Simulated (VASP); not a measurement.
Crystal: Mg3CdSe2O2.

```
Mg Cd Se O
1.0
     4.67087    0.00000    0.00000
     0.00000    4.67087    0.00000
     0.00000    0.00000    7.57212
Mg Cd Se O
3 1 2 2
Direct
  0.00000 0.50000 0.00000
  0.50000 0.00000 0.00000
  0.50000 0.50000 0.50000
  0.50000 0.50000 0.00000
  0.50000 0.50000 0.26124
  0.50000 0.50000 0.73876
  0.00000 0.00000 0.00000
  0.00000 0.00000 0.50000
```

The cell was built by a generator and needn't be a form met in nature.

```yaml
Program: VASP 6.6.1
Task: relaxation of cell and atoms
Functional: PBE
Potentials_or_basis: VASP PAW PBE potentials, release 64 (Mg, Cd, Se, O)
Cutoff: 520 eV
k_mesh: 3 × 3 × 2
Occupations: gaussian, width 0.15 eV
Spin: no spin polarisation
```

At the start: pressure 40.7 GPa; volume 20.65 Å³/atom.

Problem. How do energy, volume and symmetry change on relaxing?

Solution. Over 8 steps the energy falls by 1496.7 meV/atom and the volume is 28.01 Å³/atom (+35.6 %); space group P4/mmm (No. 123, to 0.05 Å).

Step by step:
| step | energy change (eV) | largest force (eV/Å) | pressure (GPa) | volume (Å³) |
| --- | --- | --- | --- | --- |
| 1 | 0.0000 | 2.4211 | 40.73 | 165.20 |
| 2 | -4.6642 | 0.3246 | -10.56 | 297.29 |
| 3 | -11.8086 | 0.9810 | -0.94 | 224.66 |
| 4 | -11.8725 | 0.9462 | -0.21 | 221.48 |
| 5 | -11.8984 | 0.9011 | 0.82 | 217.58 |
| 6 | -11.8973 | 0.9082 | 0.55 | 218.65 |
| 7 | -11.9675 | 0.2925 | 0.14 | 222.56 |
| 8 | -11.9737 | 0.0435 | -0.08 | 224.04 |

Final structure:
```
Mg Cd Se O
1.0
     4.78673    0.00000    0.00000
     0.00000    4.78673    0.00000
     0.00000    0.00000    9.77805
Mg Cd Se O
3 1 2 2
Direct
  0.00000 0.50000 0.00000
  0.50000 0.00000 0.00000
  0.50000 0.50000 0.50000
  0.50000 0.50000 0.00000
  0.50000 0.50000 0.24564
  0.50000 0.50000 0.75436
  0.00000 0.00000 0.00000
  0.00000 0.00000 0.50000
```

Caveat: the k mesh is coarse (spacing up to 0.45 Å⁻¹), so the values aren't converged; the volume moved by over 15 % at a fixed basis, so the end points are rough.
